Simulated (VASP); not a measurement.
# ZrGe₂ (relaxed from the AlB2 structure, space group P6/mmm): computed properties

All values below come from PBEsol GGA, VASP's PBE PAW potentials (set 64) (plane waves; VASP).

- space group: P6/mmm (191)
- cell: a = 4.310 Å, b = 4.310 Å, c = 3.464 Å, α = 90.00°, β = 90.00°, γ = 120.00°
- volume per atom: 18.57 Å^3/atom
- band gap (over mesh and band path): none (metal, semimetal or under 0.01 eV)
- density: 7.05 g/cm³

```cif
data_Ge2Zr
_chemical_formula_sum 'Zr1 Ge2'
_space_group_name_H-M_alt 'P6/mmm'
_space_group_IT_number 191
_space_group_name_Hall '-P 6 2'
_cell_length_a 4.30998
_cell_length_b 4.30998
_cell_length_c 3.46382
_cell_angle_alpha 90.000
_cell_angle_beta 90.000
_cell_angle_gamma 120.000
loop_
_atom_site_label
_atom_site_type_symbol
_atom_site_symmetry_multiplicity
_atom_site_Wyckoff_symbol
_atom_site_fract_x
_atom_site_fract_y
_atom_site_fract_z
_atom_site_occupancy
Zr1 Zr 1 a 0.00000 0.00000 0.00000 1
Ge1 Ge 2 d 0.33333 0.66667 0.50000 1
```

The structure was generated: ZrGe2 was put into the AlB2 type (P6/mmm), which need not be its known phase. It was relaxed first, which changed the volume by -32 %. Symmetry was kept, so distortions that lower it aren't found.
